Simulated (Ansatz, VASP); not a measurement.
Mg2C in VASP and in Ansatz

File POSCAR:

```
Mg2C
1.0
    0.0000000000      2.7109426181      2.7109426181
    2.7109426181      0.0000000000      2.7109426181
    2.7109426181      2.7109426181      0.0000000000
C Mg
1 2
Direct
    0.0000000000      0.0000000000      0.0000000000
    0.2500000000      0.2500000000      0.2500000000
    0.7500000000      0.7500000000      0.7500000000
```

File INCAR.step1:

```
PREC = Accurate
ENCUT = 520
EDIFF = 1E-5
ISMEAR = 0
SIGMA = 0.01
LREAL = False
LASPH = True
NELM = 80
ALGO = Normal
ISIF = 2
LWAVE = True
NBANDS = 11
GGA = PE
```

File INCAR.step2:

```
PREC = Accurate
ENCUT = 520
EDIFF = 1E-7
ISMEAR = 0
SIGMA = 0.01
LREAL = False
LASPH = True
NELM = 80
ALGO = Normal
ISIF = 2
LWAVE = False
LCHARG = True
GGA = PE
LHFCALC = True
AEXX = 0.25
PRECFOCK = Normal
LELF = True
LVHAR = True
NBANDS = 11
ISTART = 1
```

Contents of KPOINTS:

```
Automatic mesh
0
Gamma
  4 4 4
```

Input for Ansatz:

```yaml
crystal:
  lattice:
    - [0.0, 2.7109426181, 2.7109426181]
    - [2.7109426181, 0.0, 2.7109426181]
    - [2.7109426181, 2.7109426181, 0.0]
  atoms:
    - { symbol: C, position: [0.0, 0.0, 0.0] }
    - { symbol: Mg, position: [0.25, 0.25, 0.25] }
    - { symbol: Mg, position: [0.75, 0.75, 0.75] }
kpoints:
  mp_grid: { grid: [4, 4, 4] }
hamiltonian:
  xc: pbe0
scf:
  occupations: { method: fixed }
  n_extra_bands: 4
output:
  forces: true
  stress: true
  eigenvalues: true
```

Alike in both runs: task single point; functional PBE0; k mesh 4 × 4 × 4; no spin polarisation.

|  | VASP | Ansatz |
| --- | --- | --- |
| version | VASP 6.6.1 | Ansatz 0.2.0 |
| potentials or method | VASP PAW PBE potentials, release 64 (C, Mg) | plane waves |
| plane-wave cutoff (eV) | 520 | 420 |
| occupations | gaussian, width 0.01 eV | fixed |
| valence electrons in the cell | 8 | 24 |

|  | VASP | Ansatz | Ansatz less VASP |
| --- | --- | --- | --- |
| gap on the k mesh at the Fermi level (eV) | 2.11 | 2.07 | -0.042 |
| pressure (GPa) | -0.9 | -0.7 | +0.22 |

The two sets of potentials don't hold the same shells in valence. Ansatz warned: «stress_exchange_threshold_loose».

Caveats: the k mesh is coarse (spacing up to 0.50 Å⁻¹), so the values aren't converged, least of all with exact exchange; the PAW data sets were made with another functional, which shifts forces and pressure a little (VASP). A k mesh can miss the band edges.
